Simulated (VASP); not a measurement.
Output of a VASP run:

**OSZICAR**
```
       N       E                     dE             d eps       ncg     rms          rms(c)
DAV:   1     0.207614738752E+02    0.20761E+02   -0.37347E+03 56310   0.916E+02
DAV:   2    -0.630157201587E+01   -0.27063E+02   -0.25474E+02 56068   0.137E+02
DAV:   3    -0.685174542327E+01   -0.55017E+00   -0.54847E+00 62328   0.248E+01
DAV:   4    -0.685879681591E+01   -0.70514E-02   -0.70496E-02 65880   0.248E+00
DAV:   5    -0.685899087998E+01   -0.19406E-03   -0.19406E-03 65974   0.365E-01    0.951E+00
DAV:   6    -0.646419656530E+01    0.39479E+00   -0.10569E+01 60776   0.497E+01    0.499E+00
DAV:   7    -0.627690946630E+01    0.18729E+00   -0.15239E+00 60662   0.179E+01    0.256E+00
DAV:   8    -0.627013037678E+01    0.67791E-02   -0.79559E-03 69642   0.852E-01    0.121E+00
DAV:   9    -0.626555703779E+01    0.45733E-02   -0.48187E-03 74254   0.658E-01    0.302E-01
DAV:  10    -0.626510390183E+01    0.45314E-03   -0.67963E-04 77358   0.228E-01    0.311E-02
DAV:  11    -0.626511057547E+01   -0.66736E-05   -0.31728E-05 57828   0.702E-02    0.279E-02
DAV:  12    -0.626511308869E+01   -0.25132E-05   -0.30865E-06 58102   0.249E-02    0.829E-03
DAV:  13    -0.626511229373E+01    0.79497E-06   -0.52473E-07 29876   0.579E-03
   1 F= -.62651123E+01 E0= -.62648507E+01  d E =-.784900E-03  mag=     1.8551
```

**OUTCAR**
```
------------------------ aborting loop because EDIFF is reached ----------------------------------------
  FORCE on cell =-STRESS in cart. coord.  units (eV):
  Direction    XX          YY          ZZ          XY          YZ          ZX
  --------------------------------------------------------------------------------------
  Total        0.2624276      0.2624233      0.2624269      0.0000001      0.0000000     -0.0000001
  in kB       33.8010049     33.8004548     33.8009125      0.0000134      0.0000013     -0.0000157
  external PRESSURE =      33.8007907 kB  Pullay stress =       0.0000000 kB
  volume of cell :       12.44
      direct lattice vectors                 reciprocal lattice vectors
     2.317022000  0.000000000  0.000000000     0.431588479  0.000000000  0.000000000
     0.000000000  2.317022000  0.000000000     0.000000000  0.431588479  0.000000000
     0.000000000  0.000000000  2.317022000     0.000000000  0.000000000  0.431588479
 POSITION                                       TOTAL-FORCE (eV/Angst)
 -----------------------------------------------------------------------------------
      0.00000      0.00000      0.00000        -0.000000     -0.000000      0.000000
 -----------------------------------------------------------------------------------
    total drift:                               -0.000000     -0.000000      0.000000
  FREE ENERGIE OF THE ION-ELECTRON SYSTEM (eV)
  ---------------------------------------------------
  free  energy   TOTEN  =        -6.2651122937 eV

  energy  without entropy=       -6.2643273936  energy(sigma->0) =       -6.26485066

 total charge

# of ion       s       p       d       tot
------------------------------------------
    1        0.505   0.425   7.278   8.209

 magnetization (x)

# of ion       s       p       d       tot
------------------------------------------
    1        0.009  -0.003   1.852   1.857
```
(Selected blocks of OUTCAR.)

### POSCAR
```
Co
1
    2.3170220000     0.0000000000     0.0000000000
    0.0000000000     2.3170220000     0.0000000000
    0.0000000000     0.0000000000     2.3170220000
Co
1
Direct
  0.0000000000   0.0000000000   0.0000000000
```

Question: Write an INCAR and KPOINTS that could have produced this output.

Answer: This is not unique; one that fits is the input of the run itself, PBE GGA, plane waves, VASP's PBE PAW potentials (set 64).

INCAR:
```
ALGO  =  Normal
EDIFF  =  1E-6
ENCUT  =  400
GGA  =  PE
ISIF  =  2
ISMEAR  =  1
ISPIN  =  2
ISYM  =  0
LASPH  =  .TRUE.
LCHARG  =  .FALSE.
LMAXMIX  =  4
LORBIT  =  10
LREAL  =  .FALSE.
LWAVE  =  .FALSE.
MAGMOM  =  3.0
NELM  =  100
PREC  =  Accurate
SIGMA  =  0.1
SYSTEM  =  Co
```

### KPOINTS
```
Automatic mesh
0
Gamma
14 14 14
0 0 0
```

POTCAR, in this order: Co (PBE.64 set). Program: vasp_std.

The structure was generated: Co was put into the simple-cubic type (Pm-3m), which need not be its known phase. The cell was not relaxed at this level. The run is one of a series of settings (ISYM = 0 against the base run), some of them coarse on purpose.
